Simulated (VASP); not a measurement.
Output of a VASP run:

OSZICAR:
```
...
DAV:   1    -0.277503722633E+02    0.45227E-02   -0.20242E-03  1704   0.455E-01    0.139E-01
DAV:   2    -0.277503156422E+02    0.56621E-04   -0.83866E-05  1704   0.938E-02    0.836E-02
DAV:   3    -0.277503000613E+02    0.15581E-04   -0.47549E-05  1976   0.630E-02    0.663E-02
DAV:   4    -0.277502997729E+02    0.28843E-06   -0.87239E-07  1972   0.957E-03    0.456E-02
DAV:   5    -0.277502999548E+02   -0.18195E-06   -0.55595E-07  1932   0.462E-03    0.909E-03
DAV:   6    -0.277503000749E+02   -0.12007E-06   -0.18950E-08   940   0.115E-03    0.885E-04
DAV:   7    -0.277503000877E+02   -0.12771E-07   -0.26614E-09   880   0.426E-04
   5 F= -.24342434E+02 E0= -.24342262E+02  d E =-.123899E+00
       N       E                     dE             d eps       ncg     rms          rms(c)
DAV:   1    -0.277502757234E+02    0.24352E-04   -0.48475E-02  1800   0.195E+00    0.314E-01
DAV:   2    -0.277498947961E+02    0.38093E-03   -0.62435E-04  2012   0.229E-01    0.131E-01
DAV:   3    -0.277497322251E+02    0.16257E-03   -0.16376E-04  2004   0.104E-01    0.390E-02
DAV:   4    -0.277497233580E+02    0.88671E-05   -0.19717E-05  2180   0.374E-02    0.229E-02
DAV:   5    -0.277497231907E+02    0.16726E-06   -0.90865E-07  1956   0.760E-03    0.108E-02
DAV:   6    -0.277497232118E+02   -0.21118E-07   -0.42282E-08  1064   0.182E-03
   6 F= -.24342920E+02 E0= -.24342744E+02  d E =-.485535E-03
       N       E                     dE             d eps       ncg     rms          rms(c)
DAV:   1    -0.277497726817E+02   -0.49491E-04   -0.91892E-05  1808   0.847E-02    0.141E-02
DAV:   2    -0.277497719460E+02    0.73571E-06   -0.11935E-06  2020   0.100E-02    0.574E-03
DAV:   3    -0.277497716407E+02    0.30529E-06   -0.30313E-07  1912   0.455E-03    0.167E-03
DAV:   4    -0.277497716226E+02    0.18115E-07   -0.37914E-08   928   0.173E-03
   7 F= -.24342921E+02 E0= -.24342745E+02  d E =-.486458E-03
       N       E                     dE             d eps       ncg     rms          rms(c)
DAV:   1    -0.277598674367E+02   -0.10096E-01   -0.93203E-03  1696   0.976E-01    0.297E-01
DAV:   2    -0.277596038955E+02    0.26354E-03   -0.38838E-04  1696   0.202E-01    0.178E-01
DAV:   3    -0.277595275634E+02    0.76332E-04   -0.22114E-04  1972   0.136E-01    0.143E-01
DAV:   4    -0.277595253326E+02    0.22307E-05   -0.34003E-06  1984   0.197E-02    0.110E-01
DAV:   5    -0.277595224255E+02    0.29071E-05   -0.43893E-06  1980   0.127E-02    0.172E-02
DAV:   6    -0.277595222268E+02    0.19868E-06   -0.17849E-07  1612   0.352E-03    0.468E-03
DAV:   7    -0.277595221591E+02    0.67764E-07   -0.20939E-08   916   0.120E-03
   8 F= -.24342873E+02 E0= -.24342698E+02  d E =0.472010E-04
       N       E                     dE             d eps       ncg     rms          rms(c)
DAV:   1    -0.277538396503E+02    0.56826E-02   -0.33645E-03  1696   0.587E-01    0.178E-01
DAV:   2    -0.277537451981E+02    0.94452E-04   -0.13939E-04  1696   0.121E-01    0.107E-01
DAV:   3    -0.277537190889E+02    0.26109E-04   -0.80095E-05  1968   0.816E-02    0.858E-02
DAV:   4    -0.277537186547E+02    0.43419E-06   -0.12035E-06  1968   0.118E-02    0.672E-02
DAV:   5    -0.277537186711E+02   -0.16394E-07   -0.16853E-06  1980   0.782E-03    0.101E-02
DAV:   6    -0.277537187816E+02   -0.11055E-06   -0.66753E-08  1032   0.222E-03    0.294E-03
DAV:   7    -0.277537188211E+02   -0.39467E-07   -0.90850E-09   888   0.836E-04
   9 F= -.24342960E+02 E0= -.24342784E+02  d E =-.389664E-04
```

**OUTCAR**
```
------------------------ aborting loop because EDIFF is reached ----------------------------------------
  FORCE on cell =-STRESS in cart. coord.  units (eV):
  Direction    XX          YY          ZZ          XY          YZ          ZX
  --------------------------------------------------------------------------------------
  Total        3.4125401      3.4125408      3.4118261      0.0000000      0.0000000      0.0000000
  in kB      200.1044252    200.1044637    200.0625562      0.0000000      0.0000000      0.0000000
  external PRESSURE =       0.0904817 kB  Pullay stress =     200.0000000 kB
  volume of cell :       27.32
      direct lattice vectors                 reciprocal lattice vectors
     1.530342717 -2.650631594  0.000000000     0.326724200 -0.188634287 -0.000000000
     1.530342717  2.650631594  0.000000000     0.326724200  0.188634287 -0.000000000
     0.000000000 -0.000000000  3.367934112    -0.000000000 -0.000000000  0.296917923
 POSITION                                       TOTAL-FORCE (eV/Angst)
 -----------------------------------------------------------------------------------
      0.00000     -0.00000      0.00000        -0.000000     -0.000000     -0.000000
      1.53034      0.88355      1.68397        -0.000000      0.000000      0.000000
      1.53034     -0.88355      1.68397         0.000000     -0.000000     -0.000000
 -----------------------------------------------------------------------------------
    total drift:                                0.000000      0.000000      0.000000
  FREE ENERGIE OF THE ION-ELECTRON SYSTEM (eV)
  ---------------------------------------------------
  free  energy   TOTEN  =       -27.7537188211 eV

  energy  without entropy=      -27.7531928712  energy(sigma->0) =      -27.75354350
  enthalpy is  TOTEN    =       -24.3429595614 eV   P V=        3.4107592597

 reached required accuracy - stopping structural energy minimisation
```
(Selected blocks of OUTCAR.)

**POSCAR**
```
HfB2
1
    1.5622870174    -2.7059607188     0.0000000000
    1.5622870174     2.7059607188    -0.0000000000
    0.0000000000     0.0000000000     3.4543800327
Hf B
1 2
Direct
  0.0000000000   0.0000000000   0.0000000000
  0.3333330000   0.6666670000   0.5000000000
  0.6666670000   0.3333330000   0.5000000000
```

Problem. Reconstruct the remaining input files.

Solution. One answer among several that fit: the input of the run itself, PBEsol GGA, plane waves, VASP's PBE PAW potentials (set 64).

### INCAR
```
LREAL = .FALSE.   # projection in real space or not
NELM = 100   # most electronic steps
PSTRESS = 200
ALGO = Normal
EDIFF = 1E-7   # SCF stop (eV)
ISMEAR = 1
ISIF = 3   # ions, shape and volume
SYSTEM = HfB2
EDIFFG = -0.01   # ionic stop
ENCUT = 600   # plane-wave cut-off (eV)
LMAXMIX = 6   # l cut-off of mixed one-centre charges
LWAVE = .FALSE.
NSW = 40   # most ionic steps
IBRION = 2   # conjugate gradients
SIGMA = 0.1
GGA = PS
PREC = Accurate
LASPH = .TRUE.
LCHARG = .FALSE.
```

KPOINTS:
```
Automatic mesh
0
Gamma
10 10 8
0 0 0
```

POTCAR, in this order: Hf_pv B (PBE.64 set). Program: vasp_std.

Energy and stress use the plane-wave basis of the starting cell.

The compound is HfB2 in the AlB2 type structure. This run relaxes it under an external pressure of 20 GPa. Symmetry was kept, so distortions that lower it aren't found.
